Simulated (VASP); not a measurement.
Here is the system:

```
CELL_PARAMETERS angstrom
      0.00000     3.15910     3.15910
      3.15910     0.00000     3.15910
      3.15910     3.15910     0.00000
ATOMIC_POSITIONS crystal
  Te 0.50000 0.50000 0.50000
  Pb 0.00000 0.00000 0.00000
```

Computed with LDA (Ceperley-Alder, Perdew-Zunger), VASP's LDA PAW potentials (set 64) (plane waves; VASP 6.6.1). Numerical set-up: 520 eV cut-off, 7×7×7 Γ-centred mesh, Gaussian smearing of 0.050 eV, potentials Te Pb_d.

### Question
Predict the energy per atom (σ→0), pressure.

### Answer

```
Property                        Value
---------------------  --------------
energy per atom (σ→0)  -4.384 eV/atom
pressure                     1.58 GPa
```

The absolute energy has meaning only against runs of the same code, potentials and settings.

The compound is PbTe in the rock salt structure. This cell is one point of a volume scan, at 0.97 of the reference volume.
